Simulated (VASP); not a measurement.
Consider the following.

```yaml
crystal:
  lattice:
    - [0.00000, 3.50973, 3.50973]
    - [3.50973, 0.00000, 3.50973]
    - [3.50973, 3.50973, 0.00000]
  atoms:
    - { symbol: K, position: [0.00000, 0.00000, 0.00000] }
    - { symbol: I, position: [0.50000, 0.50000, 0.50000] }
```

Level of theory: PBEsol GGA, VASP's PBE PAW potentials (set 64) (plane waves; VASP). Numerical set-up: 480 eV cut-off, 6×6×6 Γ-centred mesh, Gaussian smearing of 0.050 eV, potentials K_sv I.

Unless said otherwise, spin-orbit coupling is left out, though it shifts the bands of the heavy elements here.

Question: What does the run give for the energy per atom (σ→0), band gap (on the k-mesh) with the smallest direct gap where there is one?

Answer: 
The band gap (on the k-mesh) is 3.86 eV and the smallest direct gap (on the k-mesh) is 3.86 eV. The energy per atom (σ→0) comes out as -2.908 eV/atom.

The absolute energy has meaning only against runs of the same code, potentials and settings.

The compound is KI in the rock salt structure. It was relaxed first. The start is the result of an earlier pass.
